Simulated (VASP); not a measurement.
```yaml
crystal:
  lattice:
    - [0.00000, 2.18000, 2.18000]
    - [2.18000, 0.00000, 2.18000]
    - [2.18000, 2.18000, 0.00000]
  atoms:
    - { symbol: Si, position: [0.00000, 0.00000, 0.00000] }
    - { symbol: C, position: [0.25000, 0.25000, 0.25000] }
```

Computed with PBE GGA, VASP's PBE PAW potentials (set 64) (plane waves; VASP). Settings: 400 eV cut-off, 10×10×10 Γ-centred mesh, Fermi-Dirac smearing of 0.020 eV, potentials Si C.

### Question
Give the energies of bands 2 to 6 at the high-symmetry points, in eV from the valence-band maximum.

### Answer

| band | Γ | X | U | L | W |
|---|---|---|---|---|---|
| 2 | 0.00 | -7.80 | -7.27 | -8.53 | -7.02 |
| 3 | 0.00 | -3.19 | -5.54 | -1.06 | -4.99 |
| 4 | 0.00 | -3.19 | -2.60 | -1.06 | -4.69 |
| 5 | 6.21 | 1.35 | 3.10 | 5.41 | 5.20 |
| 6 | 7.29 | 4.31 | 7.76 | 7.22 | 9.43 |

The gap is indirect, 1.35 eV, from the valence maximum at Γ to the conduction minimum at X.

The structure is a typed SiC crystal (F-43m). The cell was not relaxed at this level.
